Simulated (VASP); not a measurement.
Given:

```
Nb
1.0
   -1.65090     1.65090     1.65090
    1.65090    -1.65090     1.65090
    1.65090     1.65090    -1.65090
Nb
1
Direct
  0.00000   0.00000   0.00000
```

Calculation: r2SCAN meta-GGA, VASP's PBE PAW potentials (set 64) (plane waves; VASP 6.6.1). Numerical set-up: 480 eV cut-off, 14×14×14 Γ-centred mesh, first-order Methfessel-Paxton smearing of 0.10 eV, potentials Nb_sv.

Energy and stress use the plane-wave basis of the starting cell.

Q: The ions, cell shape and volume at an external pressure of 10.0 GPa are relaxed. Give the cell that the relaxation ends in.

A: 
```
Nb
1.0
   -1.62261     1.62261     1.62261
    1.62261    -1.62261     1.62261
    1.62261     1.62261    -1.62261
Nb
1
Direct
  0.00000   0.00000   0.00000
```
Space group Im-3m (229), at a tolerance of 0.03 Å.

Q: How do energy and volume change from the first to the last step?

A: The energy (σ→0) changes by +27.7 meV/atom and the volume by -5.1 %, in 4 ionic steps.

The compound is Nb in the bcc structure. This run relaxes it under an external pressure of 10 GPa. Symmetry was kept, so distortions that lower it aren't found.
